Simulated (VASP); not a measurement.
Crystal: ZnIr2O4.

```xyz
14
Lattice="0.0000 4.3146 4.3146 4.3146 0.0000 4.3146 4.3146 4.3146 0.0000" Properties=species:S:1:pos:R:3 pbc="T T T"
Zn    6.4719    6.4719    6.4719
Zn    4.3146    4.3146    4.3146
Ir    3.2359    3.2359    1.0786
Ir    3.2359    1.0786    3.2359
Ir    1.0786    3.2359    3.2359
Ir    1.0786    1.0786    1.0786
O     5.4884    5.4884    3.1407
O     5.4884    3.1407    5.4884
O     3.1407    5.4884    5.4884
O     3.1407    3.1407    3.1407
O     5.2980    5.2980    7.6457
O     5.2980    7.6457    5.2980
O     7.6457    5.2980    5.2980
O     7.6457    7.6457    7.6457
```

The cell comes from a database or a generator and needn't be the stable form of this composition.

Base run:

| Item | Value |
| --- | --- |
| Program | VASP 6.6.1 |
| Functional | r2SCAN |
| Potentials or basis | VASP PAW PBE potentials, release 64 (Zn, Ir, O) |
| Cutoff | 520 eV |
| k mesh | 6 × 6 × 6 |
| Occupations | gaussian, width 0.03 eV |
| Spin | no spin polarisation |

Its results: band gap on the k mesh 1.05 eV, indirect (least direct gap 1.19 eV).

**Question.** After a change of settings the same cell gave: band gap on the k mesh 2.24 eV, direct. Which change was it?
A. functional from r2SCAN to PBE
B. functional from r2SCAN to TB-mBJ
C. functional from r2SCAN to LDA; potentials or basis from VASP PAW PBE potentials, release 64 (Zn, Ir, O) to VASP PAW LDA potentials, release 64 (Zn, Ir, O)

**Answer.** B.

Caveats: spin-orbit coupling is left out, which moves the levels of the heavy elements.
